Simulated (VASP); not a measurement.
Consider the following.

```xyz
2
Lattice="3.9739 0.0000 0.0000 0.0000 3.9739 0.0000 0.0000 0.0000 3.9739" Properties=species:S:1:pos:R:3 pbc="T T T"
Cs     0.0000     0.0000     0.0000
Cl     1.9869     1.9869     1.9869
```

Calculation: LDA (Ceperley-Alder, Perdew-Zunger), VASP's LDA PAW potentials (set 64) (plane waves; VASP). Run with 500 eV cut-off, 7×7×7 Γ-centred mesh, Gaussian smearing of 0.050 eV, potentials Cs_sv Cl.

Energy and stress use the plane-wave basis of the starting cell.

The ions, cell shape and volume at an external pressure of 5.0 GPa are relaxed. Predict the relaxed structure.

```xyz
2
Lattice="3.7950 0.0000 0.0000 0.0000 3.7950 0.0000 0.0000 0.0000 3.7950" Properties=species:S:1:pos:R:3 pbc="T T T"
Cs     0.0000     0.0000     0.0000
Cl     1.8975     1.8975     1.8975
```
Space group Pm-3m (221), at a tolerance of 0.03 Å.

How do energy and volume change from the first to the last step?

The energy (σ→0) changes by +55.2 meV/atom and the volume by -12.9 %, in 3 ionic steps.

```csv
step,E(σ→0) (eV),max force (eV/Å),pressure (GPa),volume (Å³)
1,-7.3095,0.000,0.01,62.75
2,-7.1874,0.000,5.34,54.30
3,-7.1992,0.000,5.00,54.66
```

The compound is CsCl in the CsCl type structure. This run relaxes it under an external pressure of 5 GPa. Symmetry was kept, so distortions that lower it aren't found.
